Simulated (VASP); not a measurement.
These are LDA (Ceperley-Alder, Perdew-Zunger), VASP's LDA PAW potentials (set 64) (plane waves; VASP) values and carry that method's errors.

VASP ran on this input.

### KPOINTS
```
Automatic mesh
0
Gamma
7 7 7
0 0 0
```

**POSCAR**
```
CdF2
1.0
  0.0000000000   2.6579661536   2.6579661536
  2.6579661536   0.0000000000   2.6579661536
  2.6579661536   2.6579661536   0.0000000000
Cd F
1 2
Cartesian
  0.0000000000   0.0000000000   0.0000000000
  1.3289830768   1.3289830768   1.3289830768
  3.9869492304   3.9869492304   3.9869492304
```

### INCAR
```
# general
SYSTEM   = CdF2
PREC     = Accurate
ENCUT    = 520   # plane-wave cut-off (eV)
LREAL    = .FALSE.   # projection in real space or not
LASPH    = .TRUE.

# electronic loop
EDIFF    = 1E-8   # SCF stop (eV)
NELM     = 100
ALGO     = Normal   # blocked Davidson
LMAXMIX  = 4

# smearing
ISMEAR   = 0   # Gaussian
SIGMA    = 0.01

# ions
IBRION   = 8   # DFPT with symmetry
NSW      = 1   # most ionic steps

# output
LWAVE    = .FALSE.
LCHARG   = .FALSE.

# other
LEPSILON = .TRUE.
```

POTCAR, in this order: Cd F (LDA.64 set). Program: vasp_std.

Output of the run:

File OSZICAR:
```
...
RMM:   2    -0.229395187110E+00   -0.72217E-02   -0.45208E-03  1044   0.489E-01
RMM:   3    -0.229430578922E+00   -0.35392E-04   -0.38273E-05  1117   0.402E-02
RMM:   4    -0.229431065897E+00   -0.48697E-06   -0.40915E-07  1115   0.360E-03
RMM:   5    -0.229431070331E+00   -0.44336E-08   -0.67853E-09   945   0.371E-04
 Linear response to external field (no local field effect), progress :
  Direction:   2
       N       E                     dE             d eps       ncg     rms          rms(c)
RMM:   1    -0.205027431075E+00   -0.20503E+00   -0.63131E-01  1254   0.284E+00
RMM:   2    -0.211557156468E+00   -0.65297E-02   -0.38535E-03  1040   0.451E-01
RMM:   3    -0.211584503099E+00   -0.27347E-04   -0.33603E-05  1119   0.372E-02
RMM:   4    -0.211584881858E+00   -0.37876E-06   -0.32849E-07  1127   0.329E-03
RMM:   5    -0.211584884906E+00   -0.30482E-08   -0.58111E-09   935   0.322E-04
 Linear response to external field (no local field effect), progress :
  Direction:   3
       N       E                     dE             d eps       ncg     rms          rms(c)
RMM:   1    -0.170176143378E+00   -0.17018E+00   -0.46385E-01  1206   0.263E+00
RMM:   2    -0.175500703612E+00   -0.53246E-02   -0.40371E-03  1035   0.459E-01
RMM:   3    -0.175543322857E+00   -0.42619E-04   -0.34741E-05  1103   0.382E-02
RMM:   4    -0.175543757611E+00   -0.43475E-06   -0.38376E-07  1074   0.310E-03
RMM:   5    -0.175543763159E+00   -0.55481E-08   -0.52509E-09   857   0.312E-04
 Linear response to external field, progress :
  Direction:   1
       N       E                     dE             d eps       ncg     rms          rms(c)
RMM:   1    -0.199312968661E+00   -0.19931E+00   -0.60553E-01  2444   0.278E+00
RMM:   2    -0.205484764789E+00   -0.61718E-02   -0.40955E-03  2074   0.463E-01    0.696E-01
RMM:   3    -0.200004835247E+00    0.54799E-02   -0.28655E-03  1918   0.440E-01    0.385E-01
RMM:   4    -0.203108709293E+00   -0.31039E-02   -0.43670E-03  1952   0.553E-01    0.468E-02
RMM:   5    -0.203962802970E+00   -0.85409E-03   -0.12050E-04  2152   0.955E-02    0.739E-03
RMM:   6    -0.203986771368E+00   -0.23968E-04   -0.94843E-07  2211   0.837E-03    0.330E-03
RMM:   7    -0.204026484614E+00   -0.39713E-04   -0.16343E-07  2169   0.309E-03    0.364E-04
RMM:   8    -0.204028224138E+00   -0.17395E-05    0.54382E-09  2024   0.440E-04    0.108E-04
RMM:   9    -0.204027081720E+00    0.11424E-05   -0.49671E-09  1627   0.117E-04    0.260E-05
RMM:  10    -0.204026850927E+00    0.23079E-06    0.20389E-10   758   0.441E-05    0.671E-06
 Linear response to external field, progress :
  Direction:   2
       N       E                     dE             d eps       ncg     rms          rms(c)
RMM:   1    -0.199041010422E+00   -0.19904E+00   -0.60281E-01  2453   0.279E+00
RMM:   2    -0.205484418925E+00   -0.64434E-02   -0.41610E-03  2078   0.467E-01    0.696E-01
RMM:   3    -0.200005562771E+00    0.54789E-02   -0.28704E-03  1926   0.440E-01    0.385E-01
RMM:   4    -0.203109117121E+00   -0.31036E-02   -0.43697E-03  1961   0.553E-01    0.468E-02
RMM:   5    -0.203962026377E+00   -0.85291E-03   -0.12086E-04  2154   0.955E-02    0.737E-03
RMM:   6    -0.203987141460E+00   -0.25115E-04   -0.91541E-07  2216   0.829E-03    0.331E-03
RMM:   7    -0.204026448957E+00   -0.39307E-04   -0.17175E-07  2171   0.309E-03    0.364E-04
RMM:   8    -0.204028160736E+00   -0.17118E-05    0.84308E-09  2016   0.423E-04    0.123E-04
RMM:   9    -0.204027114336E+00    0.10464E-05   -0.71092E-09  1687   0.132E-04    0.262E-05
RMM:  10    -0.204026853469E+00    0.26087E-06   -0.12707E-10   712   0.395E-05    0.899E-06
 Linear response to external field, progress :
  Direction:   3
       N       E                     dE             d eps       ncg     rms          rms(c)
RMM:   1    -0.199023091594E+00   -0.19902E+00   -0.60263E-01  2453   0.279E+00
RMM:   2    -0.205484334182E+00   -0.64612E-02   -0.41593E-03  2078   0.467E-01    0.696E-01
RMM:   3    -0.200005382067E+00    0.54790E-02   -0.28689E-03  1922   0.440E-01    0.385E-01
RMM:   4    -0.203108957049E+00   -0.31036E-02   -0.43698E-03  1962   0.553E-01    0.468E-02
RMM:   5    -0.203962345710E+00   -0.85339E-03   -0.12092E-04  2154   0.956E-02    0.737E-03
RMM:   6    -0.203986951141E+00   -0.24605E-04   -0.91776E-07  2218   0.830E-03    0.331E-03
RMM:   7    -0.204026472512E+00   -0.39521E-04   -0.17191E-07  2176   0.309E-03    0.364E-04
RMM:   8    -0.204028141309E+00   -0.16688E-05    0.85233E-09  2017   0.423E-04    0.122E-04
RMM:   9    -0.204027110176E+00    0.10311E-05   -0.69096E-09  1681   0.133E-04    0.262E-05
RMM:  10    -0.204026853188E+00    0.25699E-06   -0.10942E-10   720   0.395E-05    0.899E-06
 Linear response DOF=           2
 Linear response progress:
  Degree of freedom:   1/  2
       N       E                     dE             d eps       ncg     rms          rms(c)
RMM:   1    -0.438101671214E+00   -0.43810E+00   -0.23024E-01  2197   0.363E+00
RMM:   2    -0.433670118592E+00    0.44316E-02   -0.65995E-03  2100   0.645E-01    0.139E-01
RMM:   3    -0.432768824471E+00    0.90129E-03   -0.27893E-04  2196   0.119E-01    0.686E-02
RMM:   4    -0.432051271564E+00    0.71755E-03   -0.12925E-04  2210   0.863E-02    0.152E-02
RMM:   5    -0.431937502732E+00    0.11377E-03   -0.28788E-06  1953   0.147E-02    0.479E-03
RMM:   6    -0.431960712744E+00   -0.23210E-04   -0.39216E-07  2186   0.491E-03    0.576E-04
RMM:   7    -0.431965058166E+00   -0.43454E-05   -0.96540E-09  2229   0.684E-04    0.246E-04
RMM:   8    -0.431964859148E+00    0.19902E-06   -0.21819E-09  2183   0.308E-04    0.402E-05
RMM:   9    -0.431964683045E+00    0.17610E-06    0.12461E-11  2151   0.927E-05    0.930E-06
RMM:  10    -0.431964666806E+00    0.16239E-07   -0.11617E-10  2207   0.159E-05    0.408E-06
RMM:  11    -0.431964645491E+00    0.21315E-07   -0.25281E-11  2059   0.125E-05    0.782E-07
RMM:  12    -0.431964650610E+00   -0.51186E-08    0.26520E-10   876   0.712E-06    0.490E-07
 Linear response progress:
  Degree of freedom:   2/  2
       N       E                     dE             d eps       ncg     rms          rms(c)
RMM:   1    -0.523918628407E+00   -0.52392E+00    0.67496E-01  4149   0.535E+00
RMM:   2    -0.522233807729E+00    0.16848E-02   -0.49864E-03  3307   0.699E-01    0.148E-01
RMM:   3    -0.523283249896E+00   -0.10494E-02   -0.25173E-04  2876   0.132E-01    0.841E-02
RMM:   4    -0.524567064598E+00   -0.12838E-02   -0.17485E-04  2963   0.989E-02    0.116E-02
RMM:   5    -0.524558918654E+00    0.81459E-05   -0.42085E-06  3444   0.170E-02    0.218E-03
RMM:   6    -0.524532659160E+00    0.26259E-04   -0.76898E-08  3101   0.243E-03    0.830E-04
RMM:   7    -0.524534028395E+00   -0.13692E-05   -0.19686E-08  3555   0.737E-04    0.970E-05
RMM:   8    -0.524534184868E+00   -0.15647E-06   -0.15083E-09  3635   0.110E-04    0.418E-05
RMM:   9    -0.524533873189E+00    0.31168E-06    0.11332E-09  3622   0.476E-05    0.655E-06
RMM:  10    -0.524533818007E+00    0.55182E-07   -0.85435E-11  3451   0.160E-05    0.384E-06
RMM:  11    -0.524533825521E+00   -0.75134E-08    0.16706E-10  2991   0.123E-05    0.101E-06
 Linear response finished
```

OUTCAR:
```
------------------------ aborting loop because EDIFF is reached ----------------------------------------

 HEAD OF MICROSCOPIC STATIC DIELECTRIC TENSOR (INDEPENDENT PARTICLE, excluding Hartree and local field effects)
 ------------------------------------------------------
           2.980487     0.000000     0.000000
           0.000000     2.980487     0.000000
           0.000000     0.000000     2.980487
 ------------------------------------------------------

 MACROSCOPIC STATIC DIELECTRIC TENSOR (including local field effects in DFT)
 ------------------------------------------------------
           2.885116    -0.000000    -0.000000
          -0.000000     2.885116     0.000000
           0.000000    -0.000000     2.885116
 ------------------------------------------------------

 PIEZOELECTRIC TENSOR (including local field effects)  for field in x, y, z        (e  Angst)
          XX          YY          ZZ          XY          YZ          ZX
  --------------------------------------------------------------------------------
  x     0.00000     0.00000     0.00000     0.00000     0.00000     0.00000
  y     0.00000     0.00000     0.00000     0.00000     0.00000     0.00000
  z     0.00000     0.00000     0.00000     0.00000     0.00000     0.00000

 PIEZOELECTRIC TENSOR (including local field effects)  for field in x, y, z        (C/m^2)
          XX          YY          ZZ          XY          YZ          ZX
  --------------------------------------------------------------------------------
  x     0.00000     0.00000     0.00000     0.00000     0.00000     0.00000
  y     0.00000     0.00000     0.00000     0.00000     0.00000     0.00000
  z     0.00000     0.00000     0.00000     0.00000     0.00000     0.00000

 BORN EFFECTIVE CHARGES (including local field effects) (in |e|, cummulative output)
 ---------------------------------------------------------------------------------
 ion    1
    1     2.42637     0.00000     0.00000
    2     0.00000     2.42637     0.00000
    3     0.00000     0.00000     2.42637
 ion    2
    1    -1.21318     0.00000     0.00000
    2     0.00000    -1.21318     0.00000
    3     0.00000     0.00000    -1.21318
 ion    3
    1    -1.21318     0.00000     0.00000
    2     0.00000    -1.21318     0.00000
    3     0.00000     0.00000    -1.21318

   1 f  =    9.643485 THz    60.591805 2PiTHz  321.672043 cm-1    39.882232 meV
             X         Y         Z           dx          dy          dz
      0.000000  0.000000  0.000000     0.000000   -0.000000   -0.000000
      1.328983  1.328983  1.328983     0.084426   -0.030409    0.701390
      3.986949  3.986949  3.986949    -0.084426    0.030409   -0.701390

   2 f  =    9.643485 THz    60.591805 2PiTHz  321.672043 cm-1    39.882232 meV
             X         Y         Z           dx          dy          dz
      0.000000  0.000000  0.000000    -0.000000   -0.000000    0.000000
      1.328983  1.328983  1.328983    -0.242726   -0.664141    0.000422
      3.986949  3.986949  3.986949     0.242726    0.664141   -0.000422

   3 f  =    9.643485 THz    60.591805 2PiTHz  321.672043 cm-1    39.882232 meV
             X         Y         Z           dx          dy          dz
      0.000000  0.000000  0.000000     0.000000    0.000000    0.000000
      1.328983  1.328983  1.328983    -0.658754    0.240814    0.089734
      3.986949  3.986949  3.986949     0.658754   -0.240814   -0.089734

   4 f  =    7.340630 THz    46.122540 2PiTHz  244.857067 cm-1    30.358393 meV
             X         Y         Z           dx          dy          dz
      0.000000  0.000000  0.000000    -0.435814    0.005506    0.247882
      1.328983  1.328983  1.328983     0.531762   -0.006718   -0.302455
      3.986949  3.986949  3.986949     0.531762   -0.006718   -0.302455

   5 f  =    7.340630 THz    46.122540 2PiTHz  244.857067 cm-1    30.358393 meV
             X         Y         Z           dx          dy          dz
      0.000000  0.000000  0.000000    -0.006334   -0.501368    0.000000
      1.328983  1.328983  1.328983     0.007729    0.611748   -0.000000
      3.986949  3.986949  3.986949     0.007729    0.611748   -0.000000

   6 f  =    7.340630 THz    46.122540 2PiTHz  244.857067 cm-1    30.358393 meV
             X         Y         Z           dx          dy          dz
      0.000000  0.000000  0.000000    -0.247862    0.003131   -0.435849
      1.328983  1.328983  1.328983     0.302431   -0.003821    0.531804
      3.986949  3.986949  3.986949     0.302431   -0.003821    0.531804

   7 f/i=    0.010242 THz     0.064355 2PiTHz    0.341649 cm-1     0.042359 meV
             X         Y         Z           dx          dy          dz
      0.000000  0.000000  0.000000    -0.804203   -0.304080   -0.096869
      1.328983  1.328983  1.328983    -0.329549   -0.124607   -0.039695
      3.986949  3.986949  3.986949    -0.329549   -0.124607   -0.039695

   8 f/i=    0.010242 THz     0.064355 2PiTHz    0.341649 cm-1     0.042359 meV
             X         Y         Z           dx          dy          dz
      0.000000  0.000000  0.000000    -0.288568    0.805024   -0.131357
      1.328983  1.328983  1.328983    -0.118250    0.329885   -0.053828
      3.986949  3.986949  3.986949    -0.118250    0.329885   -0.053828

   9 f/i=    0.010242 THz     0.064355 2PiTHz    0.341649 cm-1     0.042359 meV
             X         Y         Z           dx          dy          dz
      0.000000  0.000000  0.000000     0.136296   -0.089786   -0.849678
      1.328983  1.328983  1.328983     0.055852   -0.036793   -0.348183
      3.986949  3.986949  3.986949     0.055852   -0.036793   -0.348183

 MACROSCOPIC STATIC DIELECTRIC TENSOR IONIC CONTRIBUTION
 ------------------------------------------------------
           4.542688     0.000000    -0.000000
           0.000000     4.542688     0.000000
          -0.000000     0.000000     4.542688
 ------------------------------------------------------

 ELASTIC MODULI CONTR FROM IONIC RELAXATION (kBar)
 Direction    XX          YY          ZZ          XY          YZ          ZX
 --------------------------------------------------------------------------------
 XX          -0.0000     -0.0000     -0.0000      0.0000     -0.0000     -0.0000
...
```
(Selected blocks of OUTCAR.)

The structure comes from a computed database's CdF2 entry (Fm-3m); how it stands against other phases isn't given here. It was relaxed first.
